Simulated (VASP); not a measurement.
An input for Ansatz (written as the equivalent of a VASP run, and not itself run):

Ansatz 0.2 input:
```yaml
crystal:
  lattice:
    - [0.0000000, 2.2700000, 2.2700000]
    - [2.2700000, 0.0000000, 2.2700000]
    - [2.2700000, 2.2700000, 0.0000000]
  atoms:
    - { symbol: B, position: [0.0000000, 0.0000000, 0.0000000] }
    - { symbol: P, position: [0.7500000, 0.7500000, 0.7500000] }
kpoints:
  mp_grid: { grid: [9, 9, 9] }
hamiltonian:
  xc: pbe
  pseudopotentials: { kind: paw }
scf:
  occupations: { method: gaussian, width: 0.05 }
  max_iter: 100
relax:
  max_steps: 60
  f_tol: 0.01
  cell: {}
output: { forces: true, stress: true, eigenvalues: true }
```

Q: Translate this input to VASP (INCAR, KPOINTS, POSCAR, choice of POTCAR).

A: One answer among several that fit: 
### POSCAR
```
BP
1
    0.0000000000     2.2700000000     2.2700000000
    2.2700000000     0.0000000000     2.2700000000
    2.2700000000     2.2700000000     0.0000000000
B P
1 1
Direct
  0.0000000000   0.0000000000   0.0000000000
  0.7500000000   0.7500000000   0.7500000000
```

INCAR:
```
SYSTEM = BP
PREC = Accurate; ENCUT = 530; LREAL = .FALSE.
LASPH = .TRUE.
EDIFF = 1E-6; NELM = 100; ALGO = Normal
ISMEAR = 0; SIGMA = 0.05
GGA = PE
IBRION = 2; NSW = 60; ISIF = 3
EDIFFG = -0.01
LWAVE = .FALSE.; LCHARG = .FALSE.
```

### KPOINTS
```
Regular mesh
0
G
  9 9 9
```

POTCAR, in this order: B P (PBE.64 set). Program: vasp_std.

What does not carry over: each code has its own PAW files, so the cut-off isn't converted (ENCUT is set for VASP's; basis.ecutwfc is left out, and Ansatz then takes the one that its files recommend); Ansatz stops its SCF on the density residual and VASP on the energy change (EDIFF).

The compound is BP in the zinc blende structure. This run relaxes it. Symmetry was kept, so distortions that lower it aren't found.
